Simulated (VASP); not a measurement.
Here is the system:

```
CELL_PARAMETERS angstrom
      1.81500    -3.14367     0.00000
      1.81500     3.14367     0.00000
      0.00000     0.00000     5.78000
ATOMIC_POSITIONS crystal
  Gd 0.33333 0.66667 0.25000
  Gd 0.66667 0.33333 0.75000
```

All values below come from revTPSS meta-GGA, VASP's PBE PAW potentials (set 64) (plane waves; VASP 6.6.1). Numerical set-up: 520 eV cut-off, 10×10×6 Γ-centred mesh, first-order Methfessel-Paxton smearing of 0.10 eV, potentials Gd_3.

The 4f electrons are frozen in the core of the lanthanide potential, so 4f levels, which can set the real gap, and their magnetism are missing. Energy and stress use the plane-wave basis of the starting cell.

### Question
The ions, cell shape and volume are relaxed. Give the cell that the relaxation ends in.

### Answer

```
CELL_PARAMETERS angstrom
      1.79867    -3.11539     0.00000
      1.79867     3.11539     0.00000
      0.00000     0.00000     5.63562
ATOMIC_POSITIONS crystal
  Gd 0.33333 0.66667 0.25000
  Gd 0.66667 0.33333 0.75000
```
Space group P6_3/mmc (194), at a tolerance of 0.03 Å.

### Question
How do energy and volume change from the first to the last step?

### Answer
The energy (σ→0) changes by -9.0 meV/atom and the volume by -4.2 %, in 5 ionic steps.

The compound is Gd in the hcp structure. This run relaxes it. Symmetry was kept, so distortions that lower it aren't found.
